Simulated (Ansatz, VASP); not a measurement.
**SnTe2 in two plane-wave programs**

Aim: how closely do two programs agree when they are given the same cell, functional and k mesh? The cell is generated by rule, not measured, and may not be a known phase. The cell is taken from a series of runs on this material, whose earlier steps may have relaxed, scaled, displaced or heated it; both programs get it as it stands.

Calculated with Ansatz 0.2.0; plane waves, with VASP 6.6.1 beside it; zone-centre phonons at PBE.

The structure was built from a prototype and need not be the compound's stable phase.

## (1) Set-up

It takes space group Fm-3m (No. 225, cubic). The conventional cell has a = 7.446 Å, b = 7.446 Å, c = 7.446 Å, α = 90.00°, β = 90.00°, γ = 90.00°. Nearest to Sn lie 8 Te at 3.22 Å. Nearest to Te lie 4 Sn at 3.22 Å. Farther neighbours and most contacts between anions are not listed.

## (2) Ansatz: zone-centre phonons, PBE

Ansatz runs on its default PAW (the set named soft_2) files.

Second derivatives magnify differences that forces hide, and they need a tight electronic threshold.

input.yaml reads:

```yaml
crystal:
  lattice:
    - [0.0, 3.7227547923, 3.7227547923]
    - [3.7227547923, 0.0, 3.7227547923]
    - [3.7227547923, 3.7227547923, 0.0]
  atoms:
    - { symbol: Sn, position: [0.0, 0.0, 0.0] }
    - { symbol: Te, position: [0.25, 0.25, 0.25] }
    - { symbol: Te, position: [0.75, 0.75, 0.75] }
kpoints:
  mp_grid: { grid: [12, 12, 12] }
hamiltonian:
  xc: pbe
scf:
  occupations: { method: methfessel_paxton, width: 0.2 }
output:
  eigenvalues: true
phonons:
  method: dfpt
```

On the command line:

```bash
$ ansatz run input.yaml --threads 4 --pin off --max-ram 7168MiB --backend cpu --events-out ev --progress --plain --runs-dir out
```

Numbers of over 12 decimals in the logs are rounded to 6 here.

The log of the run:

```text
zone centre: on kpoints.mp_grid the ground state, and the responses unless they are solved on pairs of k-points, stand on 163 of the mesh's 1728 k-points, reduced under 8 symmetry operations, with k and −k counted as one. Each operation leaves every solved displacement unchanged or reverses it
Engine: ansatz 0.2.0, aarch64-unknown-linux-gnu
Pseudopotentials: kind: paw
Pseudopotential: Sn, paw, valence charge 14, recommended cutoff 420 eV (normal), Sn.paw.azcp
Pseudopotential: Te, paw, valence charge 16, recommended cutoff 420 eV (normal), Te.paw.azcp
Functional definition: PBE
  parameter kappa = 0.804
  parameter beta = 0.066725
  exchange = pbe_x(kappa = kappa, mu = beta*pi^2/3)
  correlation = pbe_c(beta = beta)
Crystal: 3 atoms, lattice volume = 103.187 Å³
Basis set: ecut = 420 eV, 1989 PW (Γ), exchange–correlation on 72×72×72 points (8 copies of the dense FFT grid, shifted against one another)
Bands: 28, of which v1, the nominal top of the filled ones, is band 23 counted from 1 (22 counted from 0)
Symmetry: 48 space group operations
k-points: 163 of 1728 (irreducible under 8 space group operations, time reversal used)
Non-local potential: Sn, projectors of the file, l = 0: 2, l = 1: 2, l = 2: 2, l = 3: 2
Non-local potential: Te, projectors of the file, l = 0: 2, l = 1: 2, l = 2: 2, l = 3: 2
PAW form: soft (Blöchl's): semilocal exchange-correlation on the pseudo side does not see the compensation charge
PAW one-centre angular grid: Sn, 590 points (default); XC on 64 Gauss nodes
PAW one-centre angular grid: Te, 590 points (default); XC on 64 Gauss nodes
Initial density: superposition of atomic densities (neutral atoms: chi_scale 0, normalization atom), corrected by the library's trained network
Initial wavefunctions: pseudopotential atomic-orbital guess
Functional: x = pbe(κ = 0.804, μ = 0.219515), c = pbe(β = 0.066725)
SCF iter   1: F=—  HF=-19983.745280 eV  |F-HF|=—  |Δ(HF+E_count)|=         —  Δρ=1.28e-3  dr2=2.45e-3  ethr=1.77e-3  ⟨swp⟩=6.5  Hψ=20418  notcnv=0
preconditioner: auto → LDOS  [metal: Δε(μ)=0.003 eV  Ē_g=7.910 eV  σ=0.200 eV  W_gap=0.01  n_scr=14 (ndim 8)  ℏωp=14.6 eV  f_vac=0.070  D(μ)=3.02/eV (n_scr^D=14)  β→1.0]
SCF iter   2: F=—  HF=-19983.743802 eV  |F-HF|=—  |Δ(HF+E_count)|=   1.48e-3  S|Δr|=    0.00e0  Δρ=5.44e-4  dr2=2.59e-4  ethr=5.33e-6  ⟨swp⟩=2.0  Hψ=9629  notcnv=0
SCF iter   3: F=—  HF=-19983.743687 eV  |F-HF|=—  |Δ(HF+E_count)|=   1.16e-4  S|Δr|=    0.00e0  Δρ=2.60e-4  dr2=5.72e-5  ethr=5.62e-7  ⟨swp⟩=2.0  Hψ=8345  notcnv=0
SCF iter   4: F=—  HF=-19983.743664 eV  |F-HF|=—  |Δ(HF+E_count)|=   2.28e-5  S|Δr|=    0.00e0  Δρ=7.49e-5  dr2=7.23e-6  ethr=1.24e-7  ⟨swp⟩=2.0  Hψ=6760  notcnv=0
SCF iter   5: F=—  HF=-19983.743661 eV  |F-HF|=—  |Δ(HF+E_count)|=   2.78e-6  S|Δr|=    0.00e0  Δρ=3.00e-5  dr2=7.68e-7  ethr=1.57e-8  ⟨swp⟩=2.0  Hψ=8327  notcnv=0
SCF iter   6: F=—  HF=-19983.743660 eV  |F-HF|=—  |Δ(HF+E_count)|=   4.06e-7  S|Δr|=    0.00e0  Δρ=4.90e-6  dr2=3.30e-8  ethr=1.67e-9  ⟨swp⟩=2.0  Hψ=6607  notcnv=0
SCF iter   7: F=—  HF=-19983.743660 eV  |F-HF|=—  |Δ(HF+E_count)|=   1.75e-9  S|Δr|=    0.00e0  Δρ=7.15e-7  dr2=3.60e-10  ethr=7.17e-11  ⟨swp⟩=3.0  Hψ=9044  notcnv=0
SCF iter   8: F=-19983.743660 eV  HF=-19983.743660 eV  |F-HF|=7.28e-12  |Δ(HF+E_count)|=  3.27e-11  S|Δr|=    0.00e0  Δρ=8.00e-8  dr2=7.56e-12  ethr=1.00e-12  ⟨swp⟩=5.4  Hψ=24973  notcnv=0
SCF 1 converged in 8 iterations: F = -19983.743660 eV  dr2 = 7.56e-12
  greatest PAW one-centre occupation: 0.998 electrons in one spin orbital (limit 2), on the Te atom at site 2 (counted from 0), in its partial waves of l = 2
DFPT response loops at Γ: preconditioner auto → Kerker (q_TF=auto, 2.385 Å⁻¹) (partly filled bands, converged f_vac=0.080); β = 1.00, the filter's whole step (`scf.mixing.beta` (0.50) is not read by the response loops under this deck's `scf.mixing.preconditioner`; to damp them name `kerker` or `kerker_dos`, under which they read `scf.mixing.beta`, and type it under 1.00, their step now; both keys bind the ground state too); Broyden in place of MSR1
SCF converged after 8 iterations
Stability not checked: this state was not tested for a lower state beside it, because cold or Methfessel-Paxton smearing, or corrected tetrahedra, fill the levels in a way that the test cannot read (fill_not_monotonic; see scf.lower_state_search)
Free energy (F): -19983.743660 eV
Harris-Foulkes:  -19983.743660 eV  (|F-HF|=7.28e-12)
Internal energy: -19983.744457 eV  (E = F + TS)
E sigma→0 (E₀):  -19983.743860 eV
Entropy (-TS):   0.000796 eV (0.265 meV/atom)
Fermi energy:    7.903227 eV
--- Per-component energies (eV) ---
  E_band       = -659.578931
  E_kinetic    = 544.526628
  E_local      = -3688.641867  (includes V_loc(G=0)·N_el)
  E_nonlocal   = -653.674345
  E_hartree    = 2275.554262
  E_xc         = -630.515236
  E_vxc        = -303.029276  (∫ρ·V_xc dr)
  E_paw        = -13457.668763  (= ΣΔE_a)
  E_vpaw       = -1109.868074  (= ΣTr[D̂ρ^β])
  E_aug_tail   = -0.000314  (compensation charges beyond the density's cutoff)
  E_ewald      = -4373.324821
  E_smearing   = 0.000796  (= −TS)
  E_closure    = -0.000000  (closes the sum)
  Σ components = -19983.743660   (vs F -19983.743660, Δ=0.00e0)
--- Band table (eV; the first three rows and the last of 163) ---
  k-point 0: bands = [... 19 lower, 5.3614, 5.3614, 6.5735, 6.5735, 6.5735, 9.5716, 9.5716, 9.5716, ... 1 higher]
  k-point 1: bands = [... 19 lower, 5.3290, 5.3290, 6.5628, 6.5628, 6.9688, 9.5793, 9.6097, 9.6097, ... 1 higher]
  k-point 2: bands = [... 19 lower, 5.2524, 5.2524, 6.5112, 6.5112, 7.6521, 9.7410, 9.7617, 9.7617, ... 1 higher]
  k-point 162: bands = [... 19 lower, 5.4758, 5.4758, 7.1136, 8.6176, 8.7278, 10.4152, 11.5797, 11.5797, ... 1 higher]
--- Phonons (Γ-DFPT): 2 representative perturbations + reference, on 163 of 1728 k-points (Σ response iterations 6) ---
  k mesh reduced under 8 symmetry operations, with k and −k counted as one. Each operation leaves every solved displacement unchanged or reverses it
  ASR residual: 6.805e-5 → 0.000e0 eV/Å²; symmetrization residual: 1.949e-5 eV/Å²
  ASR residual per site (eV/Å²): 6.81e-5 1.24e-5 1.24e-5
  Γ frequencies (cm⁻¹): 0.00 0.00 0.00 66.35 66.35 66.35 74.31 74.31 74.31
  non-analytic LO–TO correction: not included (Born effective charges unavailable; polar crystals: no LO–TO splitting at Γ)
```

Reading the cycles: dr2 is the Hartree energy of the density residual (eV), the measure of convergence; HF is the Harris–Foulkes estimate of the energy, which meets the free energy F at convergence.

## (3) VASP: zone-centre phonons, PBE

The same cell, functional, mesh and smearing now go to VASP, with its own data sets.

Lines of VASP's logs that name or quote its potential files are left out, and so is its time.

INCAR reads:

```
SYSTEM = SnTe2
PREC = Accurate
ENCUT = 500
EDIFF = 1E-08
NELM = 120
ISMEAR = 1
SIGMA = 0.2
LREAL = .FALSE.
ALGO = Normal
GGA = PE
NBANDS = 19
LORBIT = 11
LWAVE = .FALSE.
LCHARG = .FALSE.
ISIF = 2
IBRION = 8
LASPH = .TRUE.
GGA_COMPAT = .FALSE.
KPAR = 2
```

POSCAR reads:

```
SnTe2
1.0
    0.0000000000      3.7227547923      3.7227547923
    3.7227547923      0.0000000000      3.7227547923
    3.7227547923      3.7227547923      0.0000000000
Sn Te
1 2
Direct
    0.0000000000      0.0000000000      0.0000000000
    0.2500000000      0.2500000000      0.2500000000
    0.7500000000      0.7500000000      0.7500000000
```

KPOINTS reads:

```
Automatic mesh
0
Gamma
12 12 12
0 0 0
```

Potentials, in the order of the species: Sn_d and Te (PBE family, release 64).

On the command line:

```bash
$ mpirun -np 2 vasp_std
```

The log of the run:

```text
[banner, memory and clock lines left out]
running    2 mpi-ranks, on    1 nodes
 distrk:  each k-point on    1 cores,    2 groups
 distr:  one band on    1 cores,    1 groups

 POSCAR found type information on POSCAR SnTe
 POSCAR found :  2 types and       3 ions
 LDA part: xc-table for (Slater+PW92), standard interpolation
 POSCAR, INCAR and KPOINTS ok, starting setup
 FFT: planning ... GRIDC
 FFT: planning ... GRID_SOFT
 FFT: planning ... GRID
 WAVECAR not read
 entering main loop
       N       E                     dE             d eps       ncg     rms          rms(c)
DAV:   1     0.176077315436E+03    0.17608E+03   -0.11409E+04  2739   0.136E+03
DAV:   2     0.948568471187E+01   -0.16659E+03   -0.16220E+03  2896   0.325E+02
DAV:   3    -0.901748443308E+01   -0.18503E+02   -0.18147E+02  3505   0.103E+02
DAV:   4    -0.973632077916E+01   -0.71884E+00   -0.71192E+00  3105   0.204E+01
DAV:   5    -0.976465860799E+01   -0.28338E-01   -0.28330E-01  3792   0.434E+00    0.606E+00
DAV:   6    -0.974812216066E+01    0.16536E-01   -0.49148E-02  3080   0.197E+00    0.385E+00
DAV:   7    -0.974956791205E+01   -0.14458E-02   -0.29607E-02  3392   0.118E+00    0.196E-01
DAV:   8    -0.974902875440E+01    0.53916E-03   -0.51045E-03  3033   0.650E-01    0.943E-02
DAV:   9    -0.974925543376E+01   -0.22668E-03   -0.41574E-04  2949   0.126E-01    0.358E-02
DAV:  10    -0.974926075856E+01   -0.53248E-05   -0.11248E-05  3791   0.248E-02    0.283E-02
DAV:  11    -0.974927424307E+01   -0.13485E-04   -0.36103E-05  2898   0.274E-02    0.160E-02
DAV:  12    -0.974927429513E+01   -0.52062E-07   -0.57047E-07  3009   0.705E-03    0.103E-02
DAV:  13    -0.974927472112E+01   -0.42599E-06   -0.22605E-07  2946   0.358E-03    0.330E-03
DAV:  14    -0.974927523576E+01   -0.51464E-06   -0.25475E-07  2916   0.202E-03    0.103E-03
DAV:  15    -0.974927526443E+01   -0.28670E-07   -0.19412E-08  2481   0.733E-04    0.335E-04
DAV:  16    -0.974927525662E+01    0.78085E-08   -0.17433E-09  1851   0.248E-04
   1 F= -.97492753E+01 E0= -.97495427E+01  d E =0.802182E-03
 Linear response reoptimize wavefunctions to high precision
DAV:   1    -0.974927526393E+01   -0.73123E-08   -0.38323E-10  1859   0.146E-04
DAV:   2    -0.974927526396E+01   -0.28194E-10   -0.60149E-11  1593   0.625E-05
 Linear response DOF=           2
 Linear response progress:
  Degree of freedom:   1/  2
       N       E                     dE             d eps       ncg     rms          rms(c)
RMM:   1    -0.218029852522E+00   -0.21803E+00    0.29850E-01  7426   0.104E+01
RMM:   2    -0.222623856227E+00   -0.45940E-02   -0.13656E-02 10931   0.786E-01    0.637E-02
RMM:   3    -0.222498470265E+00    0.12539E-03   -0.10330E-03 11870   0.222E-01    0.325E-02
RMM:   4    -0.222257110751E+00    0.24136E-03   -0.82941E-05 12360   0.631E-02    0.121E-02
RMM:   5    -0.222199270374E+00    0.57840E-04   -0.77517E-06 12270   0.202E-02    0.465E-03
RMM:   6    -0.222192066024E+00    0.72043E-05   -0.92309E-07 12155   0.721E-03    0.154E-03
RMM:   7    -0.222203573423E+00   -0.11507E-04   -0.16033E-07 12312   0.278E-03    0.293E-04
RMM:   8    -0.222198895249E+00    0.46782E-05   -0.99907E-08 12398   0.126E-03    0.838E-05
RMM:   9    -0.222199188278E+00   -0.29303E-06    0.16463E-09 13076   0.469E-04    0.528E-05
RMM:  10    -0.222199945838E+00   -0.75756E-06   -0.17620E-09 12733   0.205E-04    0.193E-05
RMM:  11    -0.222199983056E+00   -0.37218E-07    0.31080E-09 12815   0.970E-05    0.430E-06
RMM:  12    -0.222199959069E+00    0.23986E-07   -0.13588E-08 13334   0.501E-05    0.325E-06
RMM:  13    -0.222199970939E+00   -0.11869E-07   -0.35870E-09 12718   0.308E-05    0.133E-06
RMM:  14    -0.222199972103E+00   -0.11640E-08   -0.45533E-09  9959   0.213E-05    0.423E-07
 first order change of Fermi-energy   0.33096E-03
 force on displaced ion       1 direction 1 :  -1.687   0.000   0.000
 Linear response progress:
  Degree of freedom:   2/  2
       N       E                     dE             d eps       ncg     rms          rms(c)
RMM:   1    -0.504403568929E-01   -0.50440E-01    0.50051E-02 23527   0.880E-01
RMM:   2    -0.494827690725E-01    0.95759E-03   -0.26490E-03 18767   0.246E-01    0.408E-02
RMM:   3    -0.495279303038E-01   -0.45161E-04   -0.19472E-04 21196   0.740E-02    0.323E-02
RMM:   4    -0.495534040821E-01   -0.25474E-04   -0.91328E-06 20397   0.202E-02    0.116E-02
RMM:   5    -0.495622814664E-01   -0.88774E-05   -0.84806E-07 21030   0.832E-03    0.182E-03
RMM:   6    -0.495575260405E-01    0.47554E-05   -0.72656E-08 21204   0.202E-03    0.501E-04
RMM:   7    -0.495572168858E-01    0.30915E-06   -0.41884E-09 20254   0.612E-04    0.159E-04
RMM:   8    -0.495570961399E-01    0.12075E-06    0.67258E-09 21173   0.223E-04    0.469E-05
RMM:   9    -0.495571363390E-01   -0.40199E-07    0.68724E-08 21464   0.811E-05    0.236E-05
RMM:  10    -0.495571702344E-01   -0.33895E-07    0.80217E-08 20562   0.447E-05    0.744E-06
RMM:  11    -0.495571626925E-01    0.75420E-08    0.28352E-08 22564   0.191E-05    0.237E-06
 first order change of Fermi-energy   0.21567E-04
 force on displaced ion       2 direction 1 :  -1.450  -0.000  -0.000
 Linear response finished
```

[end of part 1 of 2]

[Lines on the potential files, build, host, timing and source positions are cut from VASP's logs without a mark.]

[Logs are printed without paths, hosts, clocks, repeated set-up lines and the standing remarks that a program may print on its own settings, such as how far it seeks lower states.]

[Hosts, paths, dates, database ids (printed as entryN), source tags and the programs' standing remarks are cut or masked in the printed files.]
